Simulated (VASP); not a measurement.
Moving the functional in RuSe

The cell as given:

Symmetry: Pm-3m, No. 221, cubic system. Conventional cell: a = 3.188 Å, b = 3.188 Å, c = 3.188 Å, α = 90.00°, β = 90.00°, γ = 90.00°. Ru (site symmetry m-3m) has 8 Se at 2.76 Å as nearest neighbours. Se (site symmetry m-3m) has 8 Ru at 2.76 Å as nearest neighbours.

The cell comes from a database or a generator and needn't be the stable form of this composition.

Kept alike: task relaxation of cell and atoms; k mesh 8 × 8 × 8; occupations fermi-dirac, width 0.05 eV; no spin polarisation. Program: VASP, PAW files Ru_pv, Se, 600 eV. The mesh is that of the run's cell of 2 atoms. No spin-orbit coupling.

```csv
functional,volume (Å³/atom)
AM05,14.595
BLYP,16.501
LDA,14.481
PBE,15.314
PBEsol,14.720
PW91,15.418
RPBE,15.594
optB88-vdW,15.558
rev-vdW-DF2,15.175
revPBE,15.517
vdW-DF-cx,14.925
```

The relaxations keep at least the cell's symmetry (Pm-3m). For a metal such a mesh leaves the last digits unconverged. Relaxations stop with a little pressure left, so the last digits of a volume or edge aren't settled. Potentials were made for PBE (AM05, BLYP, PBE, PBEsol, PW91, RPBE, optB88-vdW, rev-vdW-DF2, revPBE, vdW-DF-cx); LDA (LDA).

**Question.** What does the functional change here?

**Answer.** The volume runs from 14.481 (LDA) to 16.501 Å³/atom (BLYP). From PBE: AM05 -0.719; BLYP +1.187; LDA -0.833; PBEsol -0.594; PW91 +0.104; RPBE +0.280; optB88-vdW +0.244; rev-vdW-DF2 -0.139; revPBE +0.203; vdW-DF-cx -0.389.
